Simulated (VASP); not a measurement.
H2CO: single point with PBE+D3(BJ)

The system is H2CO.

```
CELL_PARAMETERS angstrom
8.18824 0.00000 0.00000
0.00000 8.18824 0.00000
0.00000 0.00000 8.18824
ATOMIC_POSITIONS crystal
O 0.14121 0.05972 0.73649
O 0.46585 0.35594 0.34916
O 0.63360 0.91260 0.09692
O 0.73372 0.48797 0.65881
O 0.30737 0.72033 0.19158
O 0.18216 0.07753 0.26621
O 0.90107 0.63589 0.00212
O 0.73736 0.88989 0.48573
O 0.93423 0.33237 0.28409
O 0.51094 0.19561 0.80609
C 0.22977 0.13201 0.64276
C 0.57151 0.27714 0.28143
C 0.59550 0.76942 0.07567
C 0.58917 0.50165 0.63537
C 0.31651 0.80667 0.31477
C 0.18000 0.10284 0.11596
C 0.96514 0.65907 0.86853
C 0.83974 0.90185 0.37770
C 0.99442 0.44438 0.36356
C 0.61020 0.08599 0.80119
H 0.33800 0.07701 0.58971
H 0.21912 0.26394 0.60950
H 0.62164 0.30473 0.15901
H 0.62844 0.16487 0.33502
H 0.61002 0.67395 0.16996
H 0.53083 0.74278 0.96257
H 0.54275 0.56113 0.52182
H 0.49097 0.46506 0.72017
H 0.22057 0.80050 0.41091
H 0.41898 0.89726 0.32671
H 0.13491 0.22510 0.07668
H 0.21801 0.00568 0.03073
H 0.08341 0.59627 0.84167
H 0.91640 0.75038 0.78497
H 0.87894 0.02367 0.34437
H 0.89919 0.78958 0.32852
H 0.08524 0.52794 0.31069
H 0.97565 0.45354 0.49494
H 0.74070 0.11306 0.82231
H 0.59013 0.96165 0.75266
```

The cell was built by a generator and needn't be a form met in nature.

```
Program                : VASP 6.6.1
Task                   : single point
Functional             : PBE
Dispersion             : D3(BJ)
Potentials or basis    : VASP PAW PBE potentials, release 64 (O, C, H)
Cutoff                 : 520 eV
k mesh                 : 1 × 1 × 1
Occupations            : fermi-dirac, width 0.02 eV
Spin                   : no spin polarisation
Dipole correction      : no
Further INCAR settings : LREAL = Auto; ALGO = Normal; EDIFF = 1e-06; NBANDS = 86
```

* Pressure: 0.1 GPa
* Largest force: 2.178 eV/Å
* Band gap on the k mesh: 2.86 eV, direct
* Dispersion energy per atom: -0.041 eV

Forces on the atoms (eV/Å):
```
O   -0.776 -0.299  0.311
O   -0.302  0.270  0.111
O    0.438  0.329  0.400
O    1.024 -0.394  0.493
O    0.015  0.228  0.534
O    0.161 -0.079 -1.497
O    0.048  0.003 -0.522
O   -0.395 -0.294  0.188
O   -0.072  0.601  0.182
O   -0.922  0.195  0.307
C    0.600  0.786  0.030
C    0.686 -0.958 -0.181
C   -0.415  0.526  0.143
C   -1.175  0.971 -0.878
C   -0.034  0.278 -0.852
C   -0.270  0.224  2.149
C    0.278 -0.234  1.577
C   -0.256 -0.421  0.856
C    0.390 -1.143 -0.422
C    1.269 -0.033 -0.573
H    0.474 -0.573 -0.540
H   -0.390 -0.032  0.107
H   -0.136  0.357 -0.219
H   -0.252  0.228  0.191
H    0.215 -0.086 -0.164
H   -0.103 -0.799 -0.514
H    0.076  0.019  0.033
H    0.151 -0.310  0.412
H    0.285  0.000  0.083
H   -0.305 -0.412  0.339
H    0.168 -0.359 -0.393
H    0.013  0.098 -0.290
H   -0.200  0.058 -0.348
H   -0.163  0.219 -0.657
H    0.488  0.504 -0.724
H    0.044  0.249 -0.316
H    0.054  0.380 -0.449
H   -0.429  0.157  0.612
H    0.271 -0.035  0.358
H   -0.554 -0.220  0.124
```

Stress tensor (GPa, compression positive):
```
 0.60 -0.01 -0.16
-0.01  0.07 -0.03
-0.16 -0.03 -0.25
```

Levels at points of the mesh, in eV from the valence-band top:
```tsv
k point	band 57	band 58	band 59	band 60	band 61	band 62	band 63	band 64
(0.00, 0.00, 0.00)	-0.16	-0.11	-0.06	0.00	2.86	3.08	3.23	3.45
```

It took 2.2 min on 1 thread of AMD EPYC 7R13 Processor (Zen 3) (shared host), peak memory 0.47 GiB.

Caveat: the standard files for N, O and F lose accuracy on very short bonds. Expect the measured gap to be larger: semilocal functionals such as PBE lack the derivative discontinuity.
